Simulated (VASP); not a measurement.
A run of VASP 6.6.1 is set up as follows.

The input INCAR:

```
PREC = Accurate ; ENCUT = 520
EDIFF = 1E-7 ; ISMEAR = 0
SIGMA = 0.02 ; LREAL = F
LASPH = T ; NELM = 80
ALGO = Normal ; ISIF = 3
LWAVE = F ; LCHARG = F
IBRION = 2 ; NSW = 80
EDIFFG = -0.002
```

Contents of KPOINTS:

```
regular mesh
0
Gamma
  12 12 6
```

Contents of POSCAR:

```
AlN
1.0
    3.1130000000      0.0000000000      0.0000000000
   -1.5565000000      2.6959370800      0.0000000000
    0.0000000000      0.0000000000      4.9810000000
Al N
2 2
Direct
    0.3333333300      0.6666666700      0.0000000000
    0.6666666700      0.3333333300      0.5000000000
    0.3333333300      0.6666666700      0.3800000000
    0.6666666700      0.3333333300      0.8800000000
```

Potentials or basis: VASP PAW LDA potentials, release 64 (Al, N).

Launch:

```sh
$ cat potpaw_LDA.64/Al/POTCAR potpaw_LDA.64/N/POTCAR > POTCAR
$ mpirun -np 1 vasp_std > vasp.out
```

Problem. What does it give for the relaxed cell?

Solution. a = 3.092 Å, b = 3.092 Å, c = 4.948 Å, α = 90.00°, β = 90.00°, γ = 120.00°.

Problem. What does it give for the band gap on the k mesh?

Solution. 4.40 eV, direct.

Step by step:
```csv
step,energy change (eV),largest force (eV/Å),pressure (GPa),volume (Å³)
1,0.0000,0.1193,-4.09,41.80
2,-0.0010,0.0856,4.16,40.21
3,-0.0119,0.0192,-0.02,40.98
4,-0.0119,0.0172,0.07,40.96
5,-0.0120,0.0113,0.09,40.95
6,-0.0121,0.0057,0.10,40.95
7,-0.0121,0.0071,-0.11,40.99
8,-0.0121,0.0003,0.00,40.97
```

A k mesh can miss the band edges. Zero-point motion and thermal expansion aren't in these numbers.
